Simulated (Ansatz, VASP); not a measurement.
# Cross-check of Hf11Al2O25 (amorphous 92HfO2-8Al2O3 (mol %)) between VASP and Ansatz

Wanted: the spread between two codes on one cell, functional and k mesh. Of the first pair: The structure shown is the start of the Ansatz relaxation below; VASP solves that cell, so the two are compared at the walk's first step.

Main program and level: Ansatz 0.2.0; plane waves, with VASP 6.6.1 beside it; single point at PBE.

**1. The starting structure**

The cell holds 76 atoms: 22 Hf, 4 Al and 50 O. Cell: a = 10.052 Å, b = 10.052 Å, c = 10.052 Å, α = 90.0°, β = 90.0°, γ = 90.0°. As first built, before any earlier steps moved the atoms (in the runner's words): 76 atoms (22 Zr, 4 Al, 50 O) placed at random at 4.77 g/cm^3, melted at 5000 K for 10 ps at fixed volume with the Morse and Coulomb pair potential with partial charges (Pedone, Malavasi, Menziani, Cormack and Segre, J. Phys. Chem. B 110, 11780 (2006)). Quenched from 5000 K to 300 K at 50 K/ps and fixed volume, held 5 ps, then minimised at fixed cell. Then Zr was replaced by Hf (the potential has no terms for the new elements, so the cell is a start for a DFT relaxation).

**2. Ansatz: relaxation, PBE**

Ansatz runs on its default PAW (the set named soft_2) files.

The two programs are compared at the cell with which this relaxation starts, whose forces are those of its first step.

Contents of input.yaml:

```yaml
crystal:
  lattice:
    - [10.0519, 0.0, 0.0]
    - [0.0, 10.0519, 0.0]
    - [0.0, 0.0, 10.0519]
  atoms:
    - { symbol: Hf, position: [0.72722, 0.77655, 0.31111] }
    - { symbol: Hf, position: [0.65522, 0.47175, 0.527] }
    - { symbol: Hf, position: [0.1823, 0.74733, 0.85574] }
    - { symbol: Hf, position: [0.96775, 0.25992, 0.49886] }
    - { symbol: Hf, position: [0.66967, 0.07024, 0.50469] }
    - { symbol: Hf, position: [0.8289, 0.16569, 0.83371] }
    - { symbol: Hf, position: [0.0785, 0.61125, 0.39002] }
    - { symbol: Hf, position: [0.18294, 0.98102, 0.33718] }
    - { symbol: Hf, position: [0.43241, 0.82061, 0.05108] }
    - { symbol: Hf, position: [0.43716, 0.76602, 0.37841] }
    - { symbol: Hf, position: [0.93862, 0.63585, 0.08063] }
    - { symbol: Hf, position: [0.27218, 0.5172, 0.60174] }
    - { symbol: Hf, position: [0.18815, 0.22812, 0.84002] }
    - { symbol: Hf, position: [0.71198, 0.78863, 0.77372] }
    - { symbol: Hf, position: [0.97764, 0.92201, 0.57541] }
    - { symbol: Hf, position: [0.17853, 0.33844, 0.23158] }
    - { symbol: Hf, position: [0.35716, 0.9268, 0.68883] }
    - { symbol: Hf, position: [0.48653, 0.29323, 0.74932] }
    - { symbol: Hf, position: [0.9329, 0.97386, 0.03459] }
    - { symbol: Hf, position: [0.79028, 0.29573, 0.20834] }
    - { symbol: Hf, position: [0.35483, 0.44869, 0.99083] }
    - { symbol: Hf, position: [0.91348, 0.54634, 0.72252] }
    - { symbol: Al, position: [0.45716, 0.05109, 0.26881] }
    - { symbol: Al, position: [0.71786, 0.48655, 0.92784] }
    - { symbol: Al, position: [0.50907, 0.32328, 0.2779] }
    - { symbol: Al, position: [0.53817, 0.15566, 0.00846] }
    - { symbol: O, position: [0.45916, 0.43572, 0.5859] }
    - { symbol: O, position: [0.06169, 0.29412, 0.6865] }
    - { symbol: O, position: [0.55976, 0.78219, 0.90162] }
    - { symbol: O, position: [0.85777, 0.09721, 0.6354] }
    - { symbol: O, position: [0.16984, 0.40408, 0.43604] }
    - { symbol: O, position: [0.17571, 0.33608, 0.02293] }
    - { symbol: O, position: [0.80452, 0.9053, 0.45744] }
    - { symbol: O, position: [0.49939, 0.01689, 0.10088] }
    - { symbol: O, position: [0.3201, 0.70408, 0.69906] }
    - { symbol: O, position: [0.39288, 0.2379, 0.94461] }
    - { symbol: O, position: [0.29082, 0.63325, 0.42424] }
    - { symbol: O, position: [0.37671, 0.40463, 0.19728] }
    - { symbol: O, position: [0.3186, 0.90468, 0.89563] }
    - { symbol: O, position: [0.57422, 0.9321, 0.64968] }
    - { symbol: O, position: [0.07523, 0.08421, 0.47927] }
    - { symbol: O, position: [0.32759, 0.87202, 0.23046] }
    - { symbol: O, position: [0.51807, 0.17352, 0.37504] }
    - { symbol: O, position: [0.28886, 0.14987, 0.26627] }
    - { symbol: O, position: [0.33778, 0.92427, 0.4803] }
    - { symbol: O, position: [0.30051, 0.40841, 0.78435] }
    - { symbol: O, position: [0.57286, 0.93042, 0.35226] }
    - { symbol: O, position: [0.69912, 0.58514, 0.69445] }
    - { symbol: O, position: [0.64752, 0.40903, 0.33228] }
    - { symbol: O, position: [0.55001, 0.44248, 0.9049] }
    - { symbol: O, position: [0.80449, 0.4643, 0.0856] }
    - { symbol: O, position: [0.63719, 0.25915, 0.6091] }
    - { symbol: O, position: [0.89162, 0.7614, 0.67549] }
    - { symbol: O, position: [0.82384, 0.1565, 0.05272] }
    - { symbol: O, position: [0.07765, 0.81881, 0.41699] }
    - { symbol: O, position: [0.88744, 0.64074, 0.30632] }
    - { symbol: O, position: [0.07806, 0.58552, 0.59716] }
    - { symbol: O, position: [0.59219, 0.25576, 0.13846] }
    - { symbol: O, position: [0.82472, 0.82447, 0.13637] }
    - { symbol: O, position: [0.80877, 0.95276, 0.86485] }
    - { symbol: O, position: [0.102, 0.54751, 0.19353] }
    - { symbol: O, position: [0.14056, 0.89505, 0.70395] }
    - { symbol: O, position: [0.34155, 0.13828, 0.71266] }
    - { symbol: O, position: [0.54569, 0.72445, 0.20069] }
    - { symbol: O, position: [0.79698, 0.18244, 0.38508] }
    - { symbol: O, position: [0.05019, 0.02085, 0.19167] }
    - { symbol: O, position: [0.04773, 0.80226, 0.00203] }
    - { symbol: O, position: [0.60693, 0.66701, 0.44886] }
    - { symbol: O, position: [0.62114, 0.17122, 0.85949] }
    - { symbol: O, position: [0.80855, 0.64007, 0.90835] }
    - { symbol: O, position: [0.05892, 0.58017, 0.86906] }
    - { symbol: O, position: [0.82172, 0.37753, 0.82799] }
    - { symbol: O, position: [0.31783, 0.65094, 0.9931] }
    - { symbol: O, position: [0.98247, 0.31531, 0.28782] }
    - { symbol: O, position: [0.86058, 0.43466, 0.54385] }
    - { symbol: O, position: [0.02686, 0.10961, 0.89303] }
kpoints:
  mp_grid: { grid: [1, 1, 1] }
hamiltonian:
  xc: pbe
scf:
  occupations: { method: fermi_dirac, width: 0.025 }
output:
  forces: true
relax:
  f_tol: 0.04
  max_steps: 250
  cell: {}
```

Command:

```console
$ ansatz run input.yaml --threads 4 --pin off --max-ram 8192MiB --backend cpu --events-out ev --progress --plain --runs-dir out
```

Numbers of over 12 decimals in the logs are rounded to 6 here.

What it wrote:

```text
Engine: ansatz 0.2.0, x86_64-unknown-linux-gnu
Pseudopotentials: kind: paw
Pseudopotential: Hf, paw, valence charge 26, recommended cutoff 420 eV (normal), Hf.paw.azcp
Pseudopotential: Al, paw, valence charge 3, recommended cutoff 420 eV (normal), Al.paw.azcp
Pseudopotential: O, paw, valence charge 6, recommended cutoff 420 eV (normal), O.paw.azcp
Functional definition: PBE
  parameter kappa = 0.804
  parameter beta = 0.066725
  exchange = pbe_x(kappa = kappa, mu = beta*pi^2/3)
  correlation = pbe_c(beta = beta)
Crystal: 76 atoms, lattice volume = 1015.651 Å³
Basis set: ecut = 420 eV, 19933 PW (Γ), exchange–correlation on 144×144×144 points (8 copies of the dense FFT grid, shifted against one another)
Bands: 531, of which v1, the nominal top of the filled ones, is band 442 counted from 1 (441 counted from 0)
Symmetry: 1 space group operations
Space group: P1 (ITA 1), of the structure as read, at distance tolerance 1.0e-4 Å
k-points: 1
Non-local potential: Hf, projectors of the file, l = 0: 3, l = 1: 2, l = 2: 2, l = 3: 3
Non-local potential: Al, projectors of the file, l = 0: 2, l = 1: 2, l = 2: 1
Non-local potential: O, projectors of the file, l = 0: 2, l = 1: 2, l = 2: 1
PAW form: soft (Blöchl's): semilocal exchange-correlation on the pseudo side does not see the compensation charge
PAW one-centre angular grid: Hf, 590 points (default); XC on 64 Gauss nodes
PAW one-centre angular grid: Al, 110 points (default); XC on 64 Gauss nodes
PAW one-centre angular grid: O, 110 points (default); XC on 64 Gauss nodes
Initial density: superposition of atomic densities (neutral atoms: chi_scale 0, normalization atom), corrected by the library's trained network
Initial wavefunctions: pseudopotential atomic-orbital guess
Functional: x = pbe(κ = 0.804, μ = 0.219515), c = pbe(β = 0.066725)
SCF iter   1: F=—  HF=-376511.111428 eV  |F-HF|=—  |Δ(HF+E_count)|=         —  Δρ=3.79e-3  dr2=1.54e-1  ethr=1.77e-3  ⟨swp⟩=5.0  Hψ=1663  notcnv=0  defer=53
preconditioner: auto → Resta (q_TF=auto, 2.666 Å⁻¹)  ε∞=4.8  [insulator: Δε(μ)=3.597 eV  Ē_g=17.257 eV  σ=0.025 eV  W_gap=1.00  n_scr=340 (ndim 8)  ℏωp=33.8 eV  f_vac=0.132  D(μ)=0.00/eV (n_scr^D=0)  ε∞_Penn≈4.8]
SCF iter   2: F=—  HF=-376511.096632 eV  |F-HF|=—  |Δ(HF+E_count)|=   1.48e-2  Δρ=1.89e-3  dr2=3.12e-2  ethr=1.75e-5  ⟨swp⟩=2.0  Hψ=969  notcnv=0  defer=85
SCF iter   3: F=—  HF=-376511.097401 eV  |F-HF|=—  |Δ(HF+E_count)|=   7.69e-4  Δρ=8.20e-4  dr2=9.58e-3  ethr=3.52e-6  ⟨swp⟩=2.0  Hψ=765  notcnv=0  defer=85
SCF iter   4: F=—  HF=-376511.097465 eV  |F-HF|=—  |Δ(HF+E_count)|=   6.44e-5  Δρ=2.52e-4  dr2=8.17e-4  ethr=1.08e-6  ⟨swp⟩=2.0  Hψ=755  notcnv=0  defer=85
SCF iter   5: F=—  HF=-376511.097573 eV  |F-HF|=—  |Δ(HF+E_count)|=   1.08e-4  Δρ=1.51e-4  dr2=2.46e-4  ethr=9.24e-8  ⟨swp⟩=2.0  Hψ=887  notcnv=0  defer=85
SCF iter   6: F=—  HF=-376511.097600 eV  |F-HF|=—  |Δ(HF+E_count)|=   2.71e-5  Δρ=4.53e-5  dr2=2.35e-5  ethr=2.79e-8  ⟨swp⟩=2.0  Hψ=878  notcnv=0  defer=85
SCF iter   7: F=—  HF=-376511.099382 eV  |F-HF|=—  |Δ(HF+E_count)|=   1.78e-3  Δρ=2.96e-5  dr2=9.14e-6  ethr=2.66e-9  ⟨swp⟩=2.0  Hψ=970  notcnv=0  defer=85
SCF iter   8: F=—  HF=-376511.099384 eV  |F-HF|=—  |Δ(HF+E_count)|=   2.36e-6  Δρ=1.16e-5  dr2=1.51e-6  ethr=1.03e-9  ⟨swp⟩=2.0  Hψ=888  notcnv=0  defer=85
SCF iter   9: F=—  HF=-376511.099385 eV  |F-HF|=—  |Δ(HF+E_count)|=   1.08e-6  Δρ=4.75e-6  dr2=2.56e-7  ethr=1.71e-10  ⟨swp⟩=2.0  Hψ=888  notcnv=0  defer=85
SCF iter  10: F=—  HF=-376511.099386 eV  |F-HF|=—  |Δ(HF+E_count)|=   1.55e-7  Δρ=3.39e-6  dr2=1.13e-7  ethr=1.13e-11  ⟨swp⟩=4.0  Hψ=1725  notcnv=0
SCF iter  11: F=-376511.099386 eV  HF=-376511.099386 eV  |F-HF|=8.38e-9  |Δ(HF+E_count)|=   2.41e-8  Δρ=1.16e-6  dr2=1.67e-8  ethr=1.13e-11  ⟨swp⟩=4.0  Hψ=1599  notcnv=0
SCF 1 converged in 11 iterations: F = -376511.099386 eV  dr2 = 1.67e-8
  greatest PAW one-centre occupation: 0.999 electrons in one spin orbital (limit 2), on the Hf atom at site 8 (counted from 0), in its partial waves of l = 0
relax step   1: F+E_penalty+E_count = -376511.09938555 eV  Δ(F+E_penalty+E_count) = +0.000e0 eV  max|allowed force component| = 1.993e0 eV/Å  Δτ_max = 0.0000 Å  P = -6.236 GPa  Ω = 1015.651 Å³  (11 SCF iters, dr2 threshold 1.00e-7 eV, accepted)
Crystal: 76 atoms, lattice volume = 957.578 Å³
Basis set: ecut = 420 eV, 18707 PW (Γ), exchange–correlation on 144×144×144 points (8 copies of the dense FFT grid, shifted against one another)
Initial density: handed on by an earlier stage of this run
Initial wavefunctions: those handed on with the density
iter 1 solved again at ethr=2.40e-4 eV; its pass at ethr=3.10e-3 eV (dr2=2.12e0 eV) is discarded
SCF iter   1: F=—  HF=-376513.613271 eV  |F-HF|=—  |Δ(HF+E_count)|=         —  Δρ=1.84e-2  dr2=2.15e0  ethr=2.40e-4  ⟨swp⟩=7.0  Hψ=2360  notcnv=0
[...]
atom  41  O      0.00243817    -0.00249005     0.00140476
  atom  42  O      0.00003971    -0.00347037     0.00017293
  atom  43  O      0.00241433    -0.00509865     0.00218481
  atom  44  O     -0.00083371     0.00000170     0.00032382
  atom  45  O     -0.00306786     0.00383406    -0.00076386
  atom  46  O      0.00084292    -0.00341269     0.00110527
  atom  47  O     -0.00127246    -0.00143249     0.00058363
  atom  48  O     -0.00045474    -0.00040337     0.00147325
  atom  49  O      0.00143461     0.00001959     0.00227627
  atom  50  O      0.00106473    -0.00041653     0.00394396
  atom  51  O     -0.00719576    -0.00296806    -0.00191730
  atom  52  O     -0.00455079     0.00002445     0.00180559
  atom  53  O      0.00077467    -0.00037536    -0.00103702
  atom  54  O      0.00303767     0.00324466     0.00304609
  atom  55  O      0.00081654    -0.00424855     0.00051819
  atom  56  O     -0.00019924     0.00023344    -0.00167167
  atom  57  O     -0.00250920    -0.00043955     0.00118732
  atom  58  O      0.00034943     0.00388510    -0.00714386
  atom  59  O     -0.00144519     0.00129034    -0.00156925
  atom  60  O     -0.00073260    -0.00050911     0.00210391
  atom  61  O      0.00270316    -0.00399084     0.00567183
  atom  62  O      0.00124092     0.00165660     0.00000408
  atom  63  O     -0.00170394    -0.00091124     0.00179849
  atom  64  O      0.00199477    -0.00304333     0.00108642
[...]
atom  69  O     -0.00209505    -0.00130609     0.00227589
  atom  70  O     -0.00152912     0.00320471    -0.00040052
  atom  71  O     -0.00144870     0.00042281    -0.00041480
  atom  72  O      0.00016471     0.00327957    -0.00227836
  atom  73  O     -0.00188836     0.00098696    -0.00187108
  atom  74  O      0.00223697     0.00238444     0.00102945
  atom  75  O     -0.00269004     0.00408884     0.00056371
  atom  76  O     -0.00094533     0.00630700    -0.00098943
  max |Σ_I F_I| component: 1.86e-5 eV/Å
--- Stress (GPa, compression-positive) ---
       -0.003658       0.011131      -0.036197
        0.011130      -0.031657       0.004521
       -0.036195       0.004518       0.020575
  P = ⅓ Tr σ = -0.0049 GPa (-0.049 kbar)
--- Relaxed structure (20 steps of the walk, 20 accepted, 2 SCFs on fresh bases) ---
  F+E_penalty+E_count = -376514.94251066 eV   max|allowed force component| = 1.305e-2 eV/Å   (the final SCF, on the basis selected at the relaxed cell)
  cell:  # Å, volume = 947.2736 Å³
    - [9.813999, 0.155749, -0.353519]
    - [0.155749, 9.384145, 0.065498]
    - [-0.353519, 0.065498, 10.301703]
  atoms:
    - { symbol: Hf, position: [0.723713, 0.757959, 0.304282] }
    - { symbol: Hf, position: [0.659937, 0.469067, 0.534901] }
    - { symbol: Hf, position: [0.152490, 0.779909, 0.852598] }
    - { symbol: Hf, position: [0.992449, 0.248354, 0.515300] }
    - { symbol: Hf, position: [0.678640, 0.062773, 0.487329] }
    - { symbol: Hf, position: [0.856085, 0.170927, 0.792835] }
    - { symbol: Hf, position: [0.061122, 0.567895, 0.380861] }
    - { symbol: Hf, position: [0.166713, 0.972866, 0.320485] }
    - { symbol: Hf, position: [0.433944, 0.827496, 0.029337] }
    - { symbol: Hf, position: [0.420118, 0.739909, 0.359689] }
    - { symbol: Hf, position: [0.951448, 0.636781, 0.056330] }
    - { symbol: Hf, position: [0.274106, 0.527350, 0.618278] }
    - { symbol: Hf, position: [0.203866, 0.165376, 0.848271] }
    - { symbol: Hf, position: [0.709331, 0.816923, 0.778119] }
    - { symbol: Hf, position: [0.997486, 0.875607, 0.560733] }
    - { symbol: Hf, position: [0.161034, 0.302308, 0.191708] }
    - { symbol: Hf, position: [0.381630, 0.910510, 0.675819] }
    - { symbol: Hf, position: [0.493850, 0.282770, 0.748617] }
    - { symbol: Hf, position: [0.912867, 0.988793, 0.058261] }
    - { symbol: Hf, position: [0.789279, 0.313739, 0.233518] }
    - { symbol: Hf, position: [0.370136, 0.438356, 0.985693] }
    - { symbol: Hf, position: [0.916783, 0.560691, 0.722294] }
    - { symbol: Al, position: [0.451238, 0.038647, 0.258373] }
    - { symbol: Al, position: [0.720571, 0.472065, 0.931877] }
    - { symbol: Al, position: [0.499445, 0.341255, 0.265199] }
    - { symbol: Al, position: [0.589295, 0.165927, 0.021018] }
    - { symbol: O, position: [0.468442, 0.450503, 0.605524] }
    - { symbol: O, position: [0.051596, 0.242423, 0.713826] }
    - { symbol: O, position: [0.525790, 0.832632, 0.859596] }
    - { symbol: O, position: [0.866571, 0.065107, 0.623608] }
    - { symbol: O, position: [0.146587, 0.394769, 0.502644] }
    - { symbol: O, position: [0.182931, 0.310379, 0.00332502] }
    - { symbol: O, position: [0.811995, 0.883858, 0.447267] }
    - { symbol: O, position: [0.515716, 0.019215, 0.099977] }
    - { symbol: O, position: [0.308702, 0.708997, 0.716368] }
    - { symbol: O, position: [0.415479, 0.220097, 0.933395] }
    - { symbol: O, position: [0.286521, 0.604381, 0.424787] }
    - { symbol: O, position: [0.343911, 0.414104, 0.194518] }
    - { symbol: O, position: [0.276559, 0.947296, 0.921305] }
    - { symbol: O, position: [0.590964, 0.934965, 0.635298] }
    - { symbol: O, position: [0.084635, 0.058100, 0.473977] }
    - { symbol: O, position: [0.326424, 0.881556, 0.217019] }
    - { symbol: O, position: [0.536261, 0.177821, 0.348616] }
    - { symbol: O, position: [0.290678, 0.147797, 0.275248] }
    - { symbol: O, position: [0.338605, 0.893972, 0.480439] }
    - { symbol: O, position: [0.291077, 0.396289, 0.784602] }
    - { symbol: O, position: [0.569051, 0.919475, 0.354358] }
    - { symbol: O, position: [0.719512, 0.624501, 0.666301] }
    - { symbol: O, position: [0.644643, 0.421996, 0.339314] }
    - { symbol: O, position: [0.543348, 0.465880, 0.884670] }
[...]
- { symbol: O, position: [0.657369, 0.202464, 0.866778] }
    - { symbol: O, position: [0.779762, 0.651516, 0.911885] }
    - { symbol: O, position: [0.049766, 0.586735, 0.886446] }
    - { symbol: O, position: [0.834003, 0.390185, 0.823380] }
    - { symbol: O, position: [0.313570, 0.656317, 0.977459] }
    - { symbol: O, position: [0.994960, 0.338393, 0.306686] }
    - { symbol: O, position: [0.867157, 0.419720, 0.567027] }
    - { symbol: O, position: [0.013510, 0.107210, 0.921102] }
```

In the SCF lines HF is the Harris–Foulkes energy and dr2 the Hartree energy of the density residual, in eV; the loop may stop once dr2 is under the threshold and the program's other checks hold. Hψ counts applications of the Hamiltonian.

(Part 1 of 2 ends here.)

[Lines on the potential files, build, host, timing and source positions are cut from VASP's logs without a mark.]

[Logs are printed without paths, hosts, clocks, repeated set-up lines and the standing remarks that a program may print on its own settings, such as how far it seeks lower states.]

[Hosts, paths, dates, database ids (printed as entryN), source tags and the programs' standing remarks are cut or masked in the printed files.]
